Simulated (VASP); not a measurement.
Data:

```xyz
1
Lattice="0.0000 1.9074 1.9074 1.9074 0.0000 1.9074 1.9074 1.9074 0.0000" Properties=species:S:1:pos:R:3 pbc="T T T"
Ag     0.0000     0.0000     0.0000
```

Computed with LDA (Ceperley-Alder, Perdew-Zunger), VASP's LDA PAW potentials (set 64) (plane waves; VASP). Settings: 500 eV cut-off, 16×16×16 Γ-centred mesh, first-order Methfessel-Paxton smearing of 0.10 eV, potentials Ag.

Question: What does the run give for the energy per atom (σ→0), pressure, band gap (on the k-mesh) with the smallest direct gap where there is one?

Answer: 
| Item | Value |
|---|---|
| band gap (on the k-mesh) | none (metal, semimetal or under 0.01 eV) |
| energy per atom (σ→0) | -3.610 eV/atom |
| pressure | 30.00 GPa |

The absolute energy has meaning only against runs of the same code, potentials and settings.

The compound is Ag in the fcc structure. It was relaxed first under an external pressure of 30 GPa.
